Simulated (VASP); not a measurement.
# K (Im-3m): thermal expansion, part 5 of 5

Wanted: volume, bulk modulus and heat capacity of K against temperature. The start is a cell from a database of measured crystal structures.

VASP 6.6.1; PBEsol; plane waves and PAW (K_sv).

Still holding for the runs below: This run has no spin polarisation. Its electron count is odd, so without a moment it is a metal by construction. The k-mesh is coarse for a metal.

So far. Step 10 (Static energy at fixed volume, volume scale 0.98): Little changed from the start: no atom moved by 0.005 Å and no cell edge by 0.1 %.

The database entry behind the starting cell lists a temperature near 5 K, so it need not match the best structure at ambient conditions.

### Step 14. Static energy at fixed volume, volume scale 1.08

System of this step: K. The structure is cubic, space group Im-3m (No. 229). Conventional cell: a = 5.345 Å, b = 5.345 Å, c = 5.345 Å, α = 90.00°, β = 90.00°, γ = 90.00°. Nearest to K lie 8 K at 4.63 Å.

The input, INCAR:

```
SYSTEM = K
PREC = Accurate
ENCUT = 400
EDIFF = 1E-08
NELM = 100
ISMEAR = 1
SIGMA = 0.15
LREAL = .FALSE.
ALGO = Normal
GGA = PS
NBANDS = 10
LORBIT = 11
LWAVE = .FALSE.
LCHARG = .FALSE.
KPAR = 12
IBRION = 2
NSW = 30
ISIF = 4
EDIFFG = -0.002
```

The input, POSCAR:

```
K
1.0
   -2.6726225302      2.6726225302      2.6726225302
    2.6726225302     -2.6726225302      2.6726225302
    2.6726225302      2.6726225302     -2.6726225302
K
1
Direct
    0.0000000000      0.0000000000      0.0000000000
```

The input, KPOINTS:

```
Automatic mesh
0
Gamma
9 9 9
0 0 0
```

Potentials, in the order of the species: K_sv (PBE family, release 64).

Command:

```bash
$ mpirun -np 12 vasp_std
```

Log:

```text
[... set-up lines as in an earlier step ...]
 entering main loop
       N       E                     dE             d eps       ncg     rms          rms(c)
DAV:   1     0.359651199601E+02    0.35965E+02   -0.31197E+03   700   0.551E+02
DAV:   2    -0.753231616168E-01   -0.36040E+02   -0.35686E+02   762   0.171E+02
DAV:   3    -0.111702575831E+01   -0.10417E+01   -0.10405E+01  1114   0.230E+01
DAV:   4    -0.113355312272E+01   -0.16527E-01   -0.16526E-01   946   0.289E+00
[...]
DAV:  12    -0.113210326842E+01   -0.48428E-07   -0.21869E-09   690   0.313E-04    0.494E-05
DAV:  13    -0.113210328521E+01   -0.16789E-07   -0.46546E-10   486   0.152E-04    0.423E-05
DAV:  14    -0.113210327826E+01    0.69575E-08   -0.97154E-11   450   0.675E-05
   1 F= -.11321033E+01 E0= -.11321409E+01  d E =-.113210E+01
[...]
reached required accuracy - stopping structural energy minimisation
```

The job ended after 2.2 s (12 MPI ranks of Intel Xeon 6975P-C (Granite Rapids), shared host; peak memory 2 GiB).

Parts of OUTCAR (step 14):

```text
  Total       -0.1201606     -0.1201606     -0.1201606      0.0000000      0.0000000     -0.0000000
  in kB       -2.5211563     -2.5211563     -2.5211563      0.0000000      0.0000000     -0.0000000
  external PRESSURE =      -2.5211563 kB  Pullay stress =       0.0000000 kB

 POSITION                                       TOTAL-FORCE (eV/Angst)
 -----------------------------------------------------------------------------------
      0.00000      0.00000      0.00000        -0.000000      0.000000     -0.000000
 -----------------------------------------------------------------------------------
    total drift:                               -0.000000     -0.000000      0.000000

  FREE ENERGIE OF THE ION-ELECTRON SYSTEM (eV)
  ---------------------------------------------------
  free  energy   TOTEN  =        -1.1321032783 eV

  energy  without entropy=       -1.1322162473  energy(sigma->0) =       -1.13214093

[... 2 parts as in an earlier step ...]

[... 2 further parts left out ...]
[key lines of the parts left out:]
E-fermi :  -0.2323
```

### Step 15. Side by side

Times are for 12 MPI ranks of Intel Xeon 6975P-C (Granite Rapids), shared host. Results by setting:

| no. | volume scale | energy at zero smearing (eV) | pressure (GPa) | time | memory (GiB) |
| --- | --- | --- | --- | --- | --- |
| 1 | 0.98 | -1.136 | 0.07493 | 2.2 s | 2 |
| 2 | 1 | -1.137 | -0.003863 | 2.6 s | 2.0 |
| 3 | 1.02 | -1.136 | -0.07509 | 2.2 s | 2 |
| 4 | 1.04 | -1.135 | -0.1398 | 2.2 s | 2.0 |
| 5 | 1.06 | -1.134 | -0.1984 | 3.2 s | 2.0 |
| 6 | 1.08 | -1.132 | -0.2521 | 2.2 s | 2.0 |

### Step 16. Force constants in the supercell, volume scale 1.08

System of this step: K. Symmetry: Im-3m, No. 229, cubic system. The conventional cell has a = 5.345 Å, b = 5.345 Å, c = 5.345 Å, α = 90.00°, β = 90.00°, γ = 90.00°. K has 8 K at 4.63 Å nearest.

The input, INCAR:

```
SYSTEM = K
PREC = Accurate
ENCUT = 400
EDIFF = 1E-07
NELM = 100
ISMEAR = 1
SIGMA = 0.15
LREAL = .FALSE.
ALGO = Normal
GGA = PS
LWAVE = .FALSE.
LCHARG = .FALSE.
KPAR = 12
IBRION = 6
NSW = 1
NFREE = 2
POTIM = 0.015
ISIF = 0
ADDGRID = .TRUE.
```

The input, POSCAR:

```
K
1.0
   -8.0178675906      8.0178675906      8.0178675906
    8.0178675906     -8.0178675906      8.0178675906
    8.0178675906      8.0178675906     -8.0178675906
K
27
Direct
    0.0000000000      0.0000000000      0.0000000000
    0.0000000000      0.0000000000      0.3333333333
    0.0000000000      0.0000000000      0.6666666667
    0.0000000000      0.3333333333      0.0000000000
    0.0000000000      0.3333333333      0.3333333333
    0.0000000000      0.3333333333      0.6666666667
    0.0000000000      0.6666666667      0.0000000000
    0.0000000000      0.6666666667      0.3333333333
    0.0000000000      0.6666666667      0.6666666667
    0.3333333333      0.0000000000      0.0000000000
    0.3333333333      0.0000000000      0.3333333333
    0.3333333333      0.0000000000      0.6666666667
    0.3333333333      0.3333333333      0.0000000000
    0.3333333333      0.3333333333      0.3333333333
    0.3333333333      0.3333333333      0.6666666667
    0.3333333333      0.6666666667      0.0000000000
    0.3333333333      0.6666666667      0.3333333333
    0.3333333333      0.6666666667      0.6666666667
    0.6666666667      0.0000000000      0.0000000000
    0.6666666667      0.0000000000      0.3333333333
    0.6666666667      0.0000000000      0.6666666667
    0.6666666667      0.3333333333      0.0000000000
    0.6666666667      0.3333333333      0.3333333333
    0.6666666667      0.3333333333      0.6666666667
    0.6666666667      0.6666666667      0.0000000000
    0.6666666667      0.6666666667      0.3333333333
    0.6666666667      0.6666666667      0.6666666667
```

The input, KPOINTS:

```
Automatic mesh
0
Gamma
3 3 3
0 0 0
```

Command:

```bash
$ mpirun -np 12 vasp_std
```

Log:

```text
[... set-up lines as in an earlier step ...]
 entering main loop
       N       E                     dE             d eps       ncg     rms          rms(c)
DAV:   1     0.162859658830E+04    0.16286E+04   -0.91971E+04  1376   0.110E+03
DAV:   2     0.121877343964E+03   -0.15067E+04   -0.14834E+04  1300   0.347E+02
DAV:   3    -0.191620365689E+02   -0.14104E+03   -0.13891E+03  1608   0.737E+01
DAV:   4    -0.298490689895E+02   -0.10687E+02   -0.10653E+02  1984   0.195E+01
[...]
DAV:  13    -0.305679057257E+02    0.34267E-06   -0.17275E-07   936   0.793E-04    0.100E-03
DAV:  14    -0.305679055525E+02    0.17329E-06   -0.46723E-08   712   0.570E-04    0.305E-04
DAV:  15    -0.305679055035E+02    0.48924E-07   -0.26327E-08   712   0.384E-04
   1 F= -.30567906E+02 E0= -.30568922E+02  d E =0.305016E-02
 Found     1 degrees of freedom:
 Finite differences POTIM= 0.01500 DOF=   1
[...]
N       E                     dE             d eps       ncg     rms          rms(c)
DAV:   1    -0.305667267204E+02    0.11788E-02   -0.59937E-01  1756   0.178E+00    0.115E-01
[...]
DAV:   7    -0.305678652487E+02   -0.37944E-07   -0.15813E-07  1456   0.832E-04
   2 F= -.30567865E+02 E0= -.30568882E+02  d E =0.305030E-02
 Finite differences progress:
  Degree of freedom:   1/  1
  Displacement:        1/  2
  Total:               1/  2
[...]
N       E                     dE             d eps       ncg     rms          rms(c)
DAV:   1    -0.305642647383E+02    0.36005E-02   -0.18677E+00  1744   0.286E+00    0.183E-01
DAV:   2    -0.305677090732E+02   -0.34443E-02   -0.37263E-02  1849   0.497E-01    0.716E-02
DAV:   3    -0.305678810469E+02   -0.17197E-03   -0.22731E-03  2591   0.716E-02    0.519E-02
DAV:   4    -0.305678715025E+02    0.95444E-05   -0.29629E-05  2127   0.122E-02    0.358E-02
DAV:   5    -0.305678646814E+02    0.68211E-05   -0.20848E-05  1968   0.139E-02    0.158E-02
DAV:   6    -0.305678650774E+02   -0.39599E-06   -0.68881E-06  2624   0.554E-03    0.961E-03
DAV:   7    -0.305678651937E+02   -0.11623E-06   -0.78285E-07  2648   0.159E-03    0.495E-03
DAV:   8    -0.305678652064E+02   -0.12718E-07   -0.22982E-07  1616   0.145E-03
   3 F= -.30567865E+02 E0= -.30568882E+02  d E =0.305030E-02
 Finite differences progress:
  Degree of freedom:   1/  1
  Displacement:        2/  2
  Total:               2/  2
```

Elapsed: 20 min, on 12 MPI ranks; peak memory 39 GiB; 3.2 h of CPU time.

From OUTCAR (step 16):

```text
 POSITION                                       TOTAL-FORCE (eV/Angst)
 -----------------------------------------------------------------------------------
     -0.01500      0.00000      0.00000         0.005462      0.000000     -0.000000
      2.67262      2.67262     -2.67262        -0.000628     -0.000639      0.000639
      5.34525      5.34525     -5.34525        -0.000633     -0.000651      0.000651
      2.67262     -2.67262      2.67262        -0.000628      0.000639     -0.000639
      5.34525      0.00000      0.00000        -0.000112      0.000000     -0.000000
      8.01787      2.67262     -2.67262        -0.000040     -0.000000      0.000000
      5.34525     -5.34525      5.34525        -0.000633      0.000651     -0.000651
      8.01787     -2.67262      2.67262        -0.000040      0.000000     -0.000000
     10.69049      0.00000      0.00000        -0.000130      0.000000     -0.000000
     -2.67262      2.67262      2.67262        -0.000633      0.000651      0.000651
      0.00000      5.34525      0.00000        -0.000048      0.000001     -0.000000
      2.67262      8.01787     -2.67262         0.000022      0.000000     -0.000019
      0.00000      0.00000      5.34525        -0.000048      0.000000      0.000001
      2.67262      2.67262      2.67262        -0.000628     -0.000639     -0.000639
[...]
-----------------------------------------------------------------------------------
    total drift:                                0.000138      0.000000      0.000000

  FREE ENERGIE OF THE ION-ELECTRON SYSTEM (eV)
  ---------------------------------------------------
  free  energy   TOTEN  =       -30.5678652064 eV

  energy  without entropy=      -30.5709155055  energy(sigma->0) =      -30.56888197

[... 1 part as in an earlier step ...]

[... 2 further parts left out ...]
[key lines of the parts left out:]
E-fermi :  -0.2323
```

Vibrational free energy against temperature:

| temperature (K) | vibrational free energy (meV/atom) |
| --- | --- |
| 0 | 8.90 |
| 40 | 6.23 |
| 80 | -3.91 |
| 120 | -19.0 |
| 160 | -37.5 |
| 200 | -58.6 |
| 240 | -81.8 |
| 280 | -107 |
| 320 | -133 |

### Step 17. The series together

Times are for 12 MPI ranks of Intel Xeon 6975P-C (Granite Rapids), shared host. Results by setting:

| no. | volume scale | free energy 300 (meV/atom) | zero point energy (meV/atom) | highest frequency (cm⁻¹) | time | memory (GiB) |
| --- | --- | --- | --- | --- | --- | --- |
| 1 | 0.98 | -110.7 | 10.02 | 82.78 | 14 min | 33 |
| 2 | 1 | -113.5 | 9.690 | 80.01 | 13 min | 33 |
| 3 | 1.02 | -115.3 | 9.468 | 77.71 | 13 min | 33 |
| 4 | 1.04 | -116.5 | 9.294 | 75.58 | 13 min | 33 |
| 5 | 1.06 | -117.7 | 9.121 | 73.51 | 14 min | 33 |
| 6 | 1.08 | -119.6 | 8.897 | 71.28 | 20 min | 39 |

The runs together. Table of vibrational free energy by temperature; values in meV/atom:

| temperature (K) | 0.98 | 1 | 1.02 | 1.04 | 1.06 | 1.08 |
| --- | --- | --- | --- | --- | --- | --- |
| 0 | 10.0 | 9.69 | 9.47 | 9.29 | 9.12 | 8.90 |
| 40 | 7.78 | 7.30 | 7.00 | 6.77 | 6.55 | 6.23 |
| 80 | -1.35 | -2.16 | -2.66 | -3.01 | -3.37 | -3.91 |
| 120 | -15.3 | -16.5 | -17.2 | -17.7 | -18.2 | -19.0 |
| 160 | -32.7 | -34.2 | -35.2 | -35.8 | -36.5 | -37.5 |
| 200 | -52.6 | -54.5 | -55.7 | -56.5 | -57.4 | -58.6 |
| 240 | -74.6 | -76.9 | -78.3 | -79.3 | -80.2 | -81.8 |
| 280 | -98.3 | -101 | -103 | -104 | -105 | -107 |
| 320 | -123 | -126 | -128 | -130 | -131 | -133 |

### Step 18. Thermal expansion

This step: quasi-harmonic approximation, PBEsol, no electronic free energy; plane waves and PAW (VASP 6.6.1).

At each temperature the sum of static and vibrational free energy is fitted against volume; its minimum is the volume at that temperature.

Derived from the runs above.

Numbers from this step:

| Quantity | Value |
| --- | --- |
| volume expansion 300 | 188.7 1e-6/K |
| volume 300 | 74.85 Å³/atom |
| bulk modulus 300 | 3.199 GPa |
| heat capacity p 300 | 26.35 J/K/mol of atoms |
| static volume | 70.85 Å³/atom |

Table of volume by temperature:

| temperature (K) | volume (Å³/atom) |
| --- | --- |
| 0 | 71.3 |
| 20 | 71.4 |
| 40 | 71.5 |
| 60 | 71.7 |
| 80 | 71.9 |
| 100 | 72.2 |
| 120 | 72.4 |
| 140 | 72.7 |
| 160 | 72.9 |
| 180 | 73.2 |
| 200 | 73.5 |
| 220 | 73.7 |
| 240 | 74.0 |
| 260 | 74.3 |
| 280 | 74.6 |
| 300 | 74.8 |

Volume expansion coefficient against temperature:

| temperature (K) | volume expansion coefficient (1e-6/K) |
| --- | --- |
| 40 | 117 |
| 60 | 151 |
| 80 | 165 |
| 100 | 169 |
| 120 | 173 |
| 140 | 176 |
| 160 | 179 |
| 180 | 180 |
| 200 | 182 |
| 220 | 184 |
| 240 | 185 |
| 260 | 187 |
| 280 | 188 |
| 300 | 189 |

The isothermal bulk modulus by temperature:

| temperature (K) | isothermal bulk modulus (GPa) |
| --- | --- |
| 0 | 3.66 |
| 20 | 3.65 |
| 40 | 3.63 |
| 60 | 3.60 |
| 80 | 3.57 |
| 100 | 3.54 |
| 120 | 3.51 |
| 140 | 3.47 |
| 160 | 3.44 |
| 180 | 3.40 |
| 200 | 3.37 |
| 220 | 3.34 |
| 240 | 3.30 |
| 260 | 3.27 |
| 280 | 3.23 |
| 300 | 3.20 |

The heat capacity by temperature; values in J/K/mol of atoms:

| temperature (K) | Cp | Cv |
| --- | --- | --- |
| 0 | 0 | 0 |
| 20 | 9.84 | 9.83 |
| 40 | 18.7 | 18.6 |
| 60 | 22.0 | 21.8 |
| 80 | 23.4 | 23.1 |
| 100 | 24.2 | 23.7 |
| 120 | 24.7 | 24.1 |
| 140 | 25.0 | 24.3 |
| 160 | 25.2 | 24.5 |
| 180 | 25.5 | 24.6 |
| 200 | 25.6 | 24.6 |
| 220 | 25.8 | 24.7 |
| 240 | 25.9 | 24.7 |
| 260 | 26.1 | 24.8 |
| 280 | 26.2 | 24.8 |
| 300 | 26.4 | 24.8 |

### Step 19. Outcome

```json
{
 "volume expansion at 300 K": "189 1e-6/K",
 "volume at 300 K": "74.8 Å³/atom",
 "bulk modulus at 300 K": "3.20 GPa",
 "heat capacity at constant pressure, 300 K": "26.4 J/K/mol of atoms"
}
```

The volume grows by 189 millionths per kelvin at 300 K, and lies 5.6 % above the static minimum there. The vibrational free energies scatter by 0.44 meV/atom about their fit near 300 K, which by a picked rule (a curvature must cut the scatter to a third, or under 0.12 meV) is too much to bear a curvature, so the fit is linear in ln V. A fit quadratic in ln V would give 118 millionths per kelvin and 4.48 GPa at 300 K, which shows how far the choice of fit matters. Phonon-phonon terms beyond the change with volume and the electrons' free energy are left out, and the supercell is small, so the curves are least sure at high temperature.

[Lines on the potential files, build, host, timing and source positions are cut from VASP's logs without a mark.]

[Logs are printed without paths, hosts, clocks, repeated set-up lines and the standing remarks that a program may print on its own settings, such as how far it seeks lower states.]

[Hosts, paths, dates, database ids (printed as entryN), source tags and the programs' standing remarks are cut or masked in the printed files.]

[In band tables of VASP the shares of atoms and orbitals are scaled to a sum of 1 inside the atoms' spheres.]
